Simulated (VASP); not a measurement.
Data:

```xyz
2
Lattice="0.0000 2.0599 2.0599 2.0599 0.0000 2.0599 2.0599 2.0599 0.0000" Properties=species:S:1:pos:R:3 pbc="T T T"
Cr     0.0000     0.0000     0.0000
B      2.0599     2.0599     2.0599
```

Calculation: PBEsol GGA, VASP's PBE PAW potentials (set 64) (plane waves; VASP). Numerical set-up: 520 eV cut-off, Gaussian smearing of 0.050 eV, potentials Cr_pv B.

Q: Estimate the band gap (along the path) with the smallest direct gap where there is one.

A: 
```yaml
band gap (along the path): none (metal, semimetal or under 0.01 eV)
```

Only differences to runs with the same potentials and settings are physical.

The structure was generated: CrB was put into the rock salt type (Fm-3m), which need not be its known phase. It was relaxed first, which changed the volume by -37 %. The run is not spin-polarised, so no magnetic state was tried. The electron count is odd and the run is not spin-polarised, which forces a metal.
